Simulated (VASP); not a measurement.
Given:

```
SnTe
1.0
    0.00000     3.26939     3.26939
    3.26939     0.00000     3.26939
    3.26939     3.26939     0.00000
Sn Te
1 1
Direct
  0.00000   0.00000   0.00000
  0.50000   0.50000   0.50000
```

All values below come from optB88-vdW, VASP's PBE PAW potentials (set 64) (plane waves; VASP 6.6.1). Run with 520 eV cut-off, 7×7×7 Γ-centred mesh, Gaussian smearing of 0.050 eV, potentials Sn_d Te.

Task: The job: SnTe (rock salt), 2 atoms, optB88-vdW, static run, 520 eV, 7×7×7 Γ-centred mesh. Roughly how much core time does it take on a busy server core?

Result: About 60 core-seconds (one run on a shared machine, a rough figure). It had 20 irreducible k-points, 14 bands, up to 1899 plane waves and 14 electronic steps.

The compound is SnTe in the rock salt structure, which distorts at low temperature. This cell is one point of a volume scan, at 1.06 of the reference volume.
